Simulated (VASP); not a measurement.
Energy against volume of CsPbBr3 (cubic perovskite). Level of theory: AM05 GGA, VASP's PBE PAW potentials (set 64) (plane waves; VASP). Settings: 520 eV cut-off, 4×4×4 Γ-centred mesh, Gaussian smearing of 0.050 eV, potentials Cs_sv Pb_d Br.

```
V (Å³/atom)  E (eV/atom)
-----------  -----------
40.760          -3.16172
42.020          -3.16435
43.281          -3.16244
44.541          -3.15673
```

### Question
Fit these four points and predict the energy of the run at 39.499 Å³/atom.

### Answer
A cubic in V^(−2/3), the third-order Birch-Murnaghan form, passes through the four points with V0 = 42.08 Å³/atom and B0 = 19 GPa, and gives -3.1537 eV/atom there. The run gave -3.1537 eV/atom, -0.0 meV/atom from the fit; all five points give B0 = 19 GPa.

The compound is CsPbBr3 in the cubic perovskite structure, the ideal cubic form; the compound distorts at low or room temperature. It was relaxed first.
